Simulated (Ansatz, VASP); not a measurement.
## Cross-check of Li3ClO between VASP and Ansatz

Aim: how closely do two programs agree when they are given the same cell, functional and k mesh? The cell is taken from a series of runs on this material, whose earlier steps may have relaxed, scaled, displaced or heated it; both programs get it as it stands.

Main program and level: Ansatz 0.2.0; plane waves, with VASP 6.6.1 beside it; zone-centre phonons at PBEsol.

### 1. Set-up

Symmetry: Pm-3m, No. 221, cubic system. Conventional cell: a = 3.878 Å, b = 3.878 Å, c = 3.878 Å, α = 90.00°, β = 90.00°, γ = 90.00°. Nearest to Li lie 2 O at 1.94 Å and 8 Li at 2.74 Å and 4 Cl at 2.74 Å. Nearest to Cl lie 12 Li at 2.74 Å. Nearest to O lie 6 Li at 1.94 Å. Farther neighbours and most contacts between anions are not listed.

Structure file:

```xyz
5
Lattice="3.8776 0.0000 0.0000 0.0000 3.8776 0.0000 0.0000 0.0000 3.8776" Properties=species:S:1:pos:R:3 pbc="T T T"
Li    0.0000    1.9388    1.9388
Li    1.9388    0.0000    1.9388
Li    1.9388    1.9388    0.0000
Cl    0.0000    0.0000    0.0000
O     1.9388    1.9388    1.9388
```

### 2. VASP: zone-centre phonons, PBEsol

Second derivatives magnify differences that forces hide, and they need a tight electronic threshold.

Lines of VASP's logs that name or quote its potential files are left out, and so is its time.

Input file INCAR:

```
SYSTEM = Li3ClO
PREC = Accurate
ENCUT = 750
EDIFF = 1E-08
NELM = 120
ISMEAR = 0
SIGMA = 0.01
LREAL = .FALSE.
ALGO = Normal
GGA = PS
NBANDS = 17
LORBIT = 11
LWAVE = .FALSE.
LCHARG = .FALSE.
ISIF = 2
IBRION = 8
LEPSILON = .TRUE.
LASPH = .TRUE.
GGA_COMPAT = .FALSE.
EFERMI = MIDGAP
KPAR = 2
```

Input file POSCAR:

```
Li3ClO
1.0
    3.8775669961      0.0000000000      0.0000000000
    0.0000000000      3.8775669961      0.0000000000
    0.0000000000      0.0000000000      3.8775669961
Li Cl O
3 1 1
Direct
    0.0000000000      0.5000000000      0.5000000000
    0.5000000000      0.0000000000      0.5000000000
    0.5000000000      0.5000000000      0.0000000000
    0.0000000000      0.0000000000      0.0000000000
    0.5000000000      0.5000000000      0.5000000000
```

Input file KPOINTS:

```
Automatic mesh
0
Gamma
6 6 6
0 0 0
```

Potentials, in the order of the species: Li_sv, Cl and O (PBE family, release 64).

Run with:

```console
$ mpirun -np 2 vasp_std
```

Numbers of over 12 decimals in the logs are rounded to 6 here.

What it wrote:

```text
[banner, memory and clock lines left out]
running    2 mpi-ranks, on    1 nodes
 distrk:  each k-point on    1 cores,    2 groups
 distr:  one band on    1 cores,    1 groups

 POSCAR found type information on POSCAR LiClO
 POSCAR found :  3 types and       5 ions
|                                                                             |
|               ----> ADVICE to this user running VASP <----                  |
|                                                                             |
|     You enforced a specific xc type in the INCAR file but a different       |
|     [... a line on the potential file left out ...]
|     I HOPE YOU KNOW WHAT YOU ARE DOING!                                     |
|                                                                             |

 LDA part: xc-table for (Slater+PW92), standard interpolation
 POSCAR, INCAR and KPOINTS ok, starting setup
 FFT: planning ... GRIDC
 FFT: planning ... GRID_SOFT
 FFT: planning ... GRID
 WAVECAR not read
 entering main loop
       N       E                     dE             d eps       ncg     rms          rms(c)
DAV:   1     0.146408187841E+03    0.14641E+03   -0.13052E+04   680   0.171E+03
DAV:   2    -0.103229200373E+02   -0.15673E+03   -0.15134E+03   860   0.357E+02
DAV:   3    -0.256570678597E+02   -0.15334E+02   -0.15275E+02  1288   0.813E+01
DAV:   4    -0.260616547208E+02   -0.40459E+00   -0.40412E+00   910   0.166E+01
DAV:   5    -0.260821624044E+02   -0.20508E-01   -0.20502E-01  1052   0.255E+00    0.965E+00
DAV:   6    -0.224822847905E+02    0.35999E+01   -0.11842E+01   737   0.223E+01    0.389E+00
DAV:   7    -0.224221746001E+02    0.60110E-01   -0.11307E+00   937   0.561E+00    0.292E+00
DAV:   8    -0.223399164886E+02    0.82258E-01   -0.33145E-01   707   0.392E+00    0.732E-01
DAV:   9    -0.223241856571E+02    0.15731E-01   -0.10852E-01   853   0.174E+00    0.267E-01
DAV:  10    -0.223252205573E+02   -0.10349E-02   -0.10267E-02   856   0.604E-01    0.946E-02
DAV:  11    -0.223250571497E+02    0.16341E-03   -0.19814E-03   865   0.280E-01    0.148E-02
DAV:  12    -0.223250787121E+02   -0.21562E-04   -0.19201E-04   831   0.899E-02    0.168E-02
DAV:  13    -0.223250732347E+02    0.54775E-05   -0.27476E-05   856   0.301E-02    0.940E-03
DAV:  14    -0.223250731567E+02    0.77967E-07   -0.34237E-06   840   0.110E-02    0.632E-04
DAV:  15    -0.223250731532E+02    0.34909E-08   -0.21053E-07   919   0.306E-03    0.114E-03
DAV:  16    -0.223250731563E+02   -0.30873E-08   -0.52013E-08   695   0.122E-03
   1 F= -.22325073E+02 E0= -.22325073E+02  d E =0.000000E+00
 Linear response reoptimize wavefunctions to high precision
DAV:   1    -0.223250731622E+02   -0.59167E-08   -0.45719E-09   685   0.427E-04
DAV:   2    -0.223250731622E+02    0.21600E-10   -0.16886E-10   400   0.103E-04
 Linear response G [H, r] |phi>, progress :
  Direction:   1
       N       E                     dE             d eps       ncg     rms
RMM:   1    -0.555133688255E+02   -0.55513E+02    0.67042E+02   917   0.302E+02
RMM:   2    -0.719456046359E+02   -0.16432E+02   -0.40175E+01  1334   0.390E+01
RMM:   3    -0.731444469657E+02   -0.11988E+01   -0.76158E+00  1547   0.137E+01
RMM:   4    -0.734060235396E+02   -0.26158E+00   -0.16969E+00  1629   0.588E+00
RMM:   5    -0.734540089384E+02   -0.47985E-01   -0.31697E-01  1653   0.197E+00
RMM:   6    -0.734626553565E+02   -0.86464E-02   -0.90573E-02  1710   0.845E-01
RMM:   7    -0.734627390636E+02   -0.83707E-04   -0.75006E-03  1696   0.350E-01
RMM:   8    -0.734625304722E+02    0.20859E-03   -0.26649E-02  1670   0.163E-01
RMM:   9    -0.734631891085E+02   -0.65864E-03   -0.48696E-03  1667   0.787E-02
RMM:  10    -0.734630706437E+02    0.11846E-03    0.20405E-03  1679   0.425E-02
RMM:  11    -0.734631753069E+02   -0.10466E-03    0.86663E-04  1631   0.225E-02
RMM:  12    -0.734631610232E+02    0.14284E-04    0.13436E-03  1573   0.129E-02
RMM:  13    -0.734631755809E+02   -0.14558E-04    0.12176E-04  1455   0.736E-03
RMM:  14    -0.734631735270E+02    0.20539E-05    0.39029E-04  1383   0.439E-03
RMM:  15    -0.734631751572E+02   -0.16302E-05    0.10901E-05  1336   0.264E-03
RMM:  16    -0.734631751980E+02   -0.40804E-07    0.96372E-05  1307   0.166E-03
RMM:  17    -0.734631749262E+02    0.27182E-06    0.17638E-05  1274   0.107E-03
RMM:  18    -0.734631751295E+02   -0.20326E-06    0.27757E-05  1248   0.744E-04
RMM:  19    -0.734631748988E+02    0.23062E-06   -0.25115E-06  1207   0.553E-04
RMM:  20    -0.734631746964E+02    0.20240E-06    0.56668E-06  1159   0.437E-04
RMM:  21    -0.734631746686E+02    0.27851E-07    0.23334E-06  1095   0.370E-04
RMM:  22    -0.734631746647E+02    0.39261E-08   -0.11252E-06  1059   0.330E-04
RMM:  23    -0.734631746702E+02   -0.55203E-08    0.13277E-05  1033   0.307E-04
RMM:  24    -0.734631746643E+02    0.58562E-08   -0.81345E-07   990   0.292E-04
[...]
RMM:   4    -0.380649460421E+00   -0.14600E-01   -0.24917E-02  2733   0.855E-01    0.213E-01
RMM:   5    -0.394634030155E+00   -0.13985E-01   -0.50814E-03  2798   0.438E-01    0.277E-02
RMM:   6    -0.395479073409E+00   -0.84504E-03   -0.18790E-03  2991   0.173E-01    0.151E-02
RMM:   7    -0.396202729146E+00   -0.72366E-03   -0.56880E-04  3009   0.868E-02    0.697E-03
RMM:   8    -0.396239460928E+00   -0.36732E-04   -0.37611E-04  3124   0.409E-02    0.436E-03
[...]
RMM:  12    -0.160677764383E+00   -0.83381E-06   -0.38164E-05  3348   0.905E-03    0.115E-04
RMM:  13    -0.160677609543E+00    0.15484E-06   -0.35294E-05  3048   0.847E-03    0.172E-04
RMM:  14    -0.160675827130E+00    0.17824E-05   -0.32967E-05  2896   0.806E-03    0.272E-04
RMM:  15    -0.160676282983E+00   -0.45585E-06   -0.30824E-05  3251   0.757E-03    0.304E-04
RMM:  16    -0.160676181456E+00    0.10153E-06   -0.29492E-05  2837   0.726E-03    0.356E-04
RMM:  17    -0.160680648703E+00   -0.44672E-05   -0.27785E-05  2828   0.713E-03    0.282E-04
RMM:  18    -0.160681836878E+00   -0.11882E-05   -0.26647E-05  2959   0.671E-03    0.290E-04
RMM:  19    -0.160681698596E+00    0.13828E-06   -0.25502E-05  2878   0.647E-03    0.327E-04
 first order change of Fermi-energy   0.28060E-04
 force on displaced ion       1 direction 1 :  -6.181   0.000  -0.000
 Born effective charge ion    1 direction 1 :   0.992   0.000   0.000
 Linear response progress:
  Degree of freedom:   2/  4
       N       E                     dE             d eps       ncg     rms          rms(c)
RMM:   1    -0.172995601028E+00   -0.17300E+00    0.55521E-01  3166   0.123E+01
RMM:   2    -0.176816147885E+00   -0.38205E-02   -0.18470E-02  4057   0.885E-01    0.773E-02
RMM:   3    -0.176973509961E+00   -0.15736E-03   -0.34612E-03  4575   0.337E-01    0.378E-02
RMM:   4    -0.176965596404E+00    0.79136E-05   -0.58407E-04  4791   0.155E-01    0.803E-03
RMM:   5    -0.177036492771E+00   -0.70896E-04   -0.11286E-04  4867   0.484E-02    0.230E-03
RMM:   6    -0.177121333685E+00   -0.84841E-04   -0.68642E-05  4815   0.293E-02    0.126E-03
RMM:   7    -0.177200947768E+00   -0.79614E-04   -0.47166E-05  4705   0.216E-02    0.503E-04
RMM:   8    -0.177205125718E+00   -0.41779E-05   -0.41862E-05  5131   0.150E-02    0.271E-04
RMM:   9    -0.177211532161E+00   -0.64064E-05   -0.34199E-05  5109   0.127E-02    0.219E-04
RMM:  10    -0.177213520847E+00   -0.19887E-05   -0.22396E-05  5158   0.108E-02    0.209E-04
RMM:  11    -0.177222628331E+00   -0.91075E-05   -0.21004E-05  4721   0.964E-03    0.174E-04
RMM:  12    -0.177234980910E+00   -0.12353E-04   -0.15612E-05  4426   0.868E-03    0.332E-04
RMM:  13    -0.177232790407E+00    0.21905E-05   -0.13062E-05  4745   0.731E-03    0.169E-04
RMM:  14    -0.177231620441E+00    0.11700E-05   -0.10371E-05  4902   0.650E-03    0.621E-05
RMM:  15    -0.177232110287E+00   -0.48985E-06   -0.88194E-06  5173   0.581E-03    0.906E-05
RMM:  16    -0.177226448454E+00    0.56618E-05   -0.74238E-06  4700   0.567E-03    0.196E-04
RMM:  17    -0.177228579604E+00   -0.21311E-05   -0.66011E-06  4387   0.505E-03    0.132E-04
RMM:  18    -0.177229233318E+00   -0.65371E-06   -0.58200E-06  4690   0.465E-03    0.129E-04
RMM:  19    -0.177229845928E+00   -0.61261E-06   -0.52737E-06  4808   0.434E-03    0.136E-04
RMM:  20    -0.177229486835E+00    0.35909E-06   -0.47242E-06  4510   0.409E-03    0.150E-04
 first order change of Fermi-energy   0.11115E-04
 force on displaced ion       1 direction 2 :   0.000  -1.592   0.000
 Born effective charge ion    1 direction 2 :   0.000   1.140   0.000
 Linear response progress:
  Degree of freedom:   3/  4
       N       E                     dE             d eps       ncg     rms          rms(c)
RMM:   1    -0.195368234020E+00   -0.19537E+00    0.73485E-03  2848   0.206E+00
RMM:   2    -0.196115368790E+00   -0.74713E-03   -0.21482E-03  2551   0.282E-01    0.548E-02
RMM:   3    -0.196726546187E+00   -0.61118E-03   -0.52634E-04  2745   0.943E-02    0.305E-02
RMM:   4    -0.197192392273E+00   -0.46585E-03   -0.14021E-04  2838   0.520E-02    0.105E-02
RMM:   5    -0.197195581873E+00   -0.31896E-05   -0.22729E-05  2980   0.213E-02    0.684E-03
RMM:   6    -0.197214452629E+00   -0.18871E-04   -0.40144E-06  3007   0.867E-03    0.146E-03
RMM:   7    -0.197204823969E+00    0.96287E-05    0.15105E-05  3006   0.366E-03    0.744E-04
RMM:   8    -0.197204723991E+00    0.99978E-07   -0.12042E-05  3142   0.163E-03    0.511E-04
RMM:   9    -0.197204632679E+00    0.91312E-07    0.25985E-05  3242   0.641E-04    0.143E-04
RMM:  10    -0.197203825159E+00    0.80752E-06    0.28249E-06  3072   0.293E-04    0.120E-05
RMM:  11    -0.197203685644E+00    0.13951E-06    0.86997E-07  3271   0.117E-04    0.491E-06
RMM:  12    -0.197203760382E+00   -0.74738E-07    0.55500E-07  3250   0.528E-05    0.126E-05
RMM:  13    -0.197203732691E+00    0.27691E-07    0.59765E-07  3201   0.245E-05    0.659E-06
RMM:  14    -0.197203718928E+00    0.13763E-07    0.84420E-08  3063   0.130E-05    0.241E-06
RMM:  15    -0.197203712265E+00    0.66630E-08    0.70315E-08  2725   0.789E-06    0.530E-07
 first order change of Fermi-energy   0.32828E-03
 force on displaced ion       4 direction 1 :  -1.801   0.000  -0.000
 Born effective charge ion    4 direction 1 :  -1.279   0.000   0.000
 Linear response progress:
  Degree of freedom:   4/  4
       N       E                     dE             d eps       ncg     rms          rms(c)
RMM:   1    -0.368808829171E+00   -0.36881E+00    0.24468E-01  2628   0.305E+00
RMM:   2    -0.365130003767E+00    0.36788E-02   -0.13922E-02  2631   0.450E-01    0.113E-01
RMM:   3    -0.366776285923E+00   -0.16463E-02   -0.32740E-03  2616   0.237E-01    0.610E-02
RMM:   4    -0.368530292569E+00   -0.17540E-02   -0.11477E-03  2670   0.178E-01    0.175E-02
RMM:   5    -0.368523926736E+00    0.63658E-05   -0.22006E-04  2963   0.594E-02    0.527E-03
RMM:   6    -0.368562204207E+00   -0.38277E-04   -0.24285E-05  2969   0.205E-02    0.232E-03
RMM:   7    -0.368542450772E+00    0.19753E-04    0.12275E-06  3004   0.843E-03    0.990E-04
RMM:   8    -0.368549951106E+00   -0.75003E-05   -0.98387E-08  3066   0.353E-03    0.229E-04
RMM:   9    -0.368551337612E+00   -0.13865E-05    0.27048E-06  3223   0.149E-03    0.116E-04
RMM:  10    -0.368551537464E+00   -0.19985E-06    0.62982E-07  3186   0.612E-04    0.580E-05
RMM:  11    -0.368551439643E+00    0.97822E-07    0.31818E-07  3302   0.234E-04    0.430E-05
RMM:  12    -0.368551596580E+00   -0.15694E-06   -0.31044E-09  3045   0.146E-04    0.137E-05
RMM:  13    -0.368551463075E+00    0.13351E-06    0.65261E-08  3228   0.599E-05    0.370E-06
RMM:  14    -0.368551460848E+00    0.22268E-08    0.13632E-09  3230   0.305E-05    0.209E-06
 first order change of Fermi-energy  -0.48714E-03
 force on displaced ion       5 direction 1 :  -7.485   0.000   0.000
 Born effective charge ion    5 direction 1 :  -2.008   0.000   0.000
 Born effective charges drift removed
 Linear response finished
```

[end of part 1 of 3]

[Lines on the potential files, build, host, timing and source positions are cut from VASP's logs without a mark.]

[Logs are printed without paths, hosts, clocks, repeated set-up lines and the standing remarks that a program may print on its own settings, such as how far it seeks lower states.]

[Hosts, paths, dates, database ids (printed as entryN), source tags and the programs' standing remarks are cut or masked in the printed files.]
